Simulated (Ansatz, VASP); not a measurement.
# La2O3 in two plane-wave programs, part 2 of 2

Wanted: the spread between two codes on one cell, functional and k mesh.

VASP 6.6.1 and Ansatz 0.2.0.

So far: Starting point; VASP: relaxation of cell and atoms, r2SCAN with D4.

## (3) Ansatz: relaxation of cell and atoms, r2SCAN with D4

Level of this step: Ansatz beside VASP: Kohn-Sham DFT, plane waves, r2SCAN with D4 (Ansatz).

Ansatz runs on its default PAW (the set named soft_2) files.

The same cell, functional, mesh and smearing now go to Ansatz, which takes its cutoff from its data sets.

File input.yaml:

```yaml
crystal:
  lattice:
    - [3.930777878, 0.0, 0.0]
    - [-1.965388939, 3.404153499, 0.0]
    - [0.0, 0.0, 6.11195352]
  atoms:
    - { symbol: La, position: [0.66666667, 0.33333333, 0.75376432] }
    - { symbol: La, position: [0.33333333, 0.66666667, 0.24623568] }
    - { symbol: O, position: [0.66666667, 0.33333333, 0.35410935] }
    - { symbol: O, position: [0.33333333, 0.66666667, 0.64589065] }
    - { symbol: O, position: [0.0, 0.0, 0.0] }
hamiltonian:
  xc: r2scan
  pseudopotentials: { kind: paw }
  dispersion: d4
kpoints:
  mp_grid: { grid: [7, 7, 4] }
scf:
  occupations: { method: fermi_dirac, width: 0.05 }
relax:
  f_tol: 0.01
  max_steps: 60
  cell: { stress_tol: 0.05 }
output:
  forces: true
  stress: true
```

Started as:

```console
ansatz run input.yaml --threads 4 --pin off --max-ram 9216MiB --backend cpu --events-out ev --progress --plain --runs-dir out
```

Numbers of over 12 decimals in the logs are rounded to 6 here.

The program printed:

```text
Engine: ansatz 0.2.0, aarch64-unknown-linux-gnu
Pseudopotentials: kind: paw
Pseudopotential: La, paw, valence charge 11, recommended cutoff 500 eV (meta_gga), La.paw.azcp
Pseudopotential: O, paw, valence charge 6, recommended cutoff 500 eV (meta_gga), O.paw.azcp
Functional definition: r2SCAN
  parameter k0 = 0.174
  parameter k1 = 0.065
  parameter a1 = 4.9479
  exchange = r2scan_x(k0 = k0, k1 = k1, a1 = a1)
  correlation = r2scan_c
Crystal: 5 atoms, lattice volume = 81.784 Å³
Basis set: ecut = 500 eV, 2057 PW (Γ), exchange–correlation on 120×120×180 points (64 copies of the dense FFT grid, shifted against one another)
Bands: 25, of which v1, the nominal top of the filled ones, is band 20 counted from 1 (19 counted from 0)
Symmetry: 12 space group operations
Space group: P-3m1 (ITA 164), of the structure as read, at distance tolerance 4.3e-5 Å
k-points: 28 of 196
Non-local potential: La, projectors of the file, l = 0: 3, l = 1: 2, l = 2: 2, l = 3: 3
Non-local potential: O, projectors of the file, l = 0: 2, l = 1: 2, l = 2: 1
PAW form: soft (Blöchl's): semilocal exchange-correlation on the pseudo side does not see the compensation charge
PAW frozen core: La, regenerated for the run's functional (the file was generated under x = pbe(κ = 0.804, μ = 0.219515), c = pbe(β = 0.066725))
PAW frozen core: O, regenerated for the run's functional (the file was generated under x = pbe(κ = 0.804, μ = 0.219515), c = pbe(β = 0.066725))
PAW one-centre angular grid: La, 974 points (default); XC on 160 Gauss nodes
PAW one-centre angular grid: O, 302 points (default); XC on 160 Gauss nodes
Initial density: superposition of atomic densities (neutral atoms: chi_scale 0, normalization atom), corrected by the library's trained network
Initial wavefunctions: pseudopotential atomic-orbital guess
Functional: x = r2scan, c = r2scan; τ floored in thin density (d = 2e-4 eV/Å³)
SCF iter   1: F=—  HF=-14246.050390 eV  |F-HF|=—  |Δ(HF+E_count)|=         —  Δρ=1.43e-2  dr2=2.31e-1  dr2_τ=1.99e-1  ethr=1.77e-3  ⟨swp⟩=6.1  Hψ=3442  notcnv=0
preconditioner: auto → Resta (q_TF=auto, 2.422 Å⁻¹)  ε∞=4.2  [insulator: Δε(μ)=4.630 eV  Ē_g=13.750 eV  σ=0.050 eV  W_gap=1.00  n_scr=22 (ndim 8)  ℏωp=24.6 eV  f_vac=0.022  D(μ)=0.00/eV (n_scr^D=0)  ε∞_Penn≈4.2]
SCF iter   2: F=—  HF=-14246.182739 eV  |F-HF|=—  |Δ(HF+E_count)|=   1.32e-1  Δρ=6.74e-3  dr2=1.73e-2  dr2_τ=8.00e-3  ethr=5.77e-4  ⟨swp⟩=4.2  Hψ=1645  notcnv=0  defer=28
SCF iter   3: F=—  HF=-14246.180111 eV  |F-HF|=—  |Δ(HF+E_count)|=   2.63e-3  Δρ=2.67e-3  dr2=4.60e-3  dr2_τ=3.59e-4  ethr=4.33e-5  ⟨swp⟩=3.2  Hψ=1428  notcnv=0
automatic band count: iteration 3 solves 24 bands in place of 25: the levels show a gap, and the empty bands left out lie too high to hold charge; the band table lists the bands solved (type scf.n_extra_bands for more)
SCF iter   4: F=—  HF=-14246.179522 eV  |F-HF|=—  |Δ(HF+E_count)|=   5.89e-4  Δρ=9.50e-4  dr2=4.71e-4  dr2_τ=8.95e-5  ethr=1.15e-5  ⟨swp⟩=3.3  Hψ=1321  notcnv=0
SCF iter   5: F=—  HF=-14246.179509 eV  |F-HF|=—  |Δ(HF+E_count)|=   1.28e-5  Δρ=3.34e-4  dr2=6.97e-5  dr2_τ=1.25e-5  ethr=1.18e-6  ⟨swp⟩=2.0  Hψ=1180  notcnv=0
SCF iter   6: F=—  HF=-14246.179515 eV  |F-HF|=—  |Δ(HF+E_count)|=   5.16e-6  Δρ=8.33e-5  dr2=5.53e-6  dr2_τ=4.13e-7  ethr=1.74e-7  ⟨swp⟩=2.0  Hψ=1174  notcnv=0
SCF iter   7: F=—  HF=-14246.179516 eV  |F-HF|=—  |Δ(HF+E_count)|=   1.55e-6  Δρ=3.69e-5  dr2=1.24e-6  dr2_τ=8.29e-8  ethr=1.38e-8  ⟨swp⟩=2.0  Hψ=1176  notcnv=0
SCF iter   8: F=—  HF=-14246.179516 eV  |F-HF|=—  |Δ(HF+E_count)|=   1.64e-7  Δρ=1.37e-5  dr2=1.66e-7  dr2_τ=3.93e-9  ethr=3.11e-9  ⟨swp⟩=2.0  Hψ=922  notcnv=0
SCF iter   9: F=-14246.179516 eV  HF=-14246.179516 eV  |F-HF|=5.05e-9  |Δ(HF+E_count)|=   2.64e-8  Δρ=2.87e-6  dr2=6.86e-9  dr2_τ=1.79e-10  ethr=2.50e-10  ⟨swp⟩=4.2  Hψ=2416  notcnv=0
SCF 1 converged in 9 iterations: F = -14246.179516 eV  dr2 = 6.86e-9
  greatest PAW one-centre occupation: 0.968 electrons in one spin orbital (limit 2), on the La atom at site 1 (counted from 0), in its partial waves of l = 0
relax step   1: F+E_penalty+E_count = -14246.17951589 eV  Δ(F+E_penalty+E_count) = +0.000e0 eV  max|allowed force component| = 2.759e-2 eV/Å  Δτ_max = 0.0000 Å  P = -0.361 GPa  Ω = 81.784 Å³  (9 SCF iters, dr2 threshold 1.00e-7 eV, accepted)
[...]
relax step   2: F+E_penalty+E_count = -14246.17731726 eV  Δ(F+E_penalty+E_count) = +2.199e-3 eV  max|allowed force component| = 1.712e-1 eV/Å  Δτ_max = 0.0146 Å  P = +0.674 GPa  Ω = 80.881 Å³  energy of the carried Pulay correction = +3.693e-4 eV  (7 SCF iters, dr2 threshold 3.48e-7 eV, rejected (line search))
[...]
relax step   3: F+E_penalty+E_count = -14246.18007428 eV  Δ(F+E_penalty+E_count) = -5.584e-4 eV  max|allowed force component| = 8.977e-3 eV/Å  Δτ_max = 0.0036 Å  P = -0.039 GPa  Ω = 81.513 Å³  energy of the carried Pulay correction = +1.105e-4 eV  (9 SCF iters, accepted)
[...]
relax step   4: F+E_penalty+E_count = -14246.17995970 eV  Δ(F+E_penalty+E_count) = +1.146e-4 eV  max|allowed force component| = 8.979e-3 eV/Å  Δτ_max = 0.0000 Å  P = -0.038 GPa  Ω = 81.513 Å³  stress off target by 4.17e-2 GPa  SCF on the basis re-selected at this cell (its energy is not comparable with the rows above)  (4 SCF iters)
basis re-selected at this cell: Δ(F+E_penalty+E_count) = +1.146e-4 eV, ΔP = +0.001 GPa vs the last step (what re-selecting the basis moved, of the pressure what is left beyond the Pulay correction that the steps carried, after the strain that the cell walked since its last selection, with what the two solves' SCF thresholds leave and, on support functions, any second-order correction that the steps lacked; it is no m [...]
SCF converged after 4 iterations
Free energy (F): -14246.179960 eV
Harris-Foulkes:  -14246.179960 eV  (|F-HF|=0.00e0)
Internal energy: -14246.179960 eV  (E = F + TS)
E sigma→0 (E₀):  -14246.179960 eV
Fermi energy:    11.652115 eV
--- Per-component energies (eV) ---
  E_band       = -29.864507
  E_kinetic    = 916.276756
  E_local      = -1528.517553  (includes V_loc(G=0)·N_el)
  E_nonlocal   = 331.630931
  E_hartree    = 547.427709
  E_xc         = -488.710395
  E_vxc        = -643.951678  (∫ρ·V_xc dr)
  E_paw        = -11355.859188  (= ΣΔE_a)
  E_vpaw       = -237.299310  (= ΣTr[D̂ρ^β])
  E_aug_tail   = 0.002991  (compensation charges beyond the density's cutoff)
  E_vtau       = 37.138050  (kinetic-family band-sum trace: ∫τ·v_τ [+ j·A + Jᵃ·Aᵃ] dr)
  E_ewald      = -2668.007078
  E_disp       = -0.465334  (pairwise vdW)
  E_core_change = 0.041202  (= ΣΔE_core)
  E_smearing   = -0.000000  (= −TS)
  E_closure    = 0.000000  (closes the sum)
  Σ components = -14246.179960   (vs F -14246.179960, Δ=0.00e0)
--- Forces (eV/Å), atoms counted from 1 ---
  atom   1  La     0.00000000     0.00000000    -0.00897863
  atom   2  La     0.00000000    -0.00000000     0.00897863
  atom   3  O     -0.00000000    -0.00000000    -0.00740801
  atom   4  O      0.00000000     0.00000000     0.00740801
  atom   5  O     -0.00000000     0.00000000     0.00000000
  max |Σ_I F_I| component: 1.85e-17 eV/Å
--- Stress (GPa, compression-positive) ---
       -0.041746       0.000000      -0.000000
        0.000000      -0.041746      -0.000000
       -0.000000      -0.000000      -0.030698
  P = ⅓ Tr σ = -0.0381 GPa (-0.381 kbar)
--- Relaxed structure (3 steps of the walk, 2 accepted, 1 SCFs on fresh bases) ---
  F+E_penalty+E_count = -14246.17995970 eV   max|allowed force component| = 8.979e-3 eV/Å   (the final SCF, on the basis selected at the relaxed cell)
  cell:  # Å, volume = 81.5127 Å³
    - [3.928948, 0, -1.4372340135492924e-18]
    - [-1.964474, 3.402569, 7.186170067746462e-19]
    - [-2.2347504134785808e-18, 0, 6.097366]
  atoms:
    - { symbol: La, position: [0.666667, 0.333333, 0.754360] }
    - { symbol: La, position: [0.333333, 0.666667, 0.245640] }
    - { symbol: O, position: [0.666667, 0.333333, 0.353649] }
    - { symbol: O, position: [0.333333, 0.666667, 0.646351] }
    - { symbol: O, position: [0, 0, 0] }
```

Elapsed: 9.9 s, on 4 threads of Arm Neoverse V2, shared host; peak memory 0.65 GiB; 37 s of CPU time.

## (4) Comparison

Known differences besides the potentials themselves: VASP keeps PBE cores, Ansatz makes them for the functional; both relaxations stop at a tolerance, which leaves soft axes loose, and VASP keeps its plane-wave basis; the cutoff is 500 eV in Ansatz and 560 eV in VASP; Ansatz adds a Pulay correction to the stress that steers its cell, VASP none. Total energies have different zeros and are not compared.

The two programs side by side:

| quantity | Ansatz | VASP | difference |
| --- | --- | --- | --- |
| volume (Å³) | 81.51 | 81.15 | +0.45 % |
| edge a after relaxation, in the typed setting (Å) | 3.929 | 3.923 | +0.15 % |
| edge c after relaxation, in the typed setting (Å) | 6.097 | 6.088 | +0.15 % |

The walks stopped with -0.04 GPa left in Ansatz and 0.08 GPa in VASP; each walk ends within a tolerance, so the volume difference is uncertain by about these residues over the bulk modulus, most in soft cells.

## (5) Results

```json
{
 "difference in volume (relaxation of cell and atoms, r2SCAN with D4)": "0.45 %"
}
```

In words: The difference in volume is 0.45 % (relaxation of cell and atoms, r2SCAN with D4), within the 1.2 % picked in this series as the mark of a large difference, as far as the stopping tolerances let one tell. Such differences can come from data sets, numerical settings and the points named under the comparisons, not from the functional's error against experiment.

[Lines on the potential files, build, host, timing and source positions are cut from VASP's logs without a mark.]

[Logs are printed without paths, hosts, clocks, repeated set-up lines and the standing remarks that a program may print on its own settings, such as how far it seeks lower states.]

[Hosts, paths, dates, database ids (printed as entryN), source tags and the programs' standing remarks are cut or masked in the printed files.]
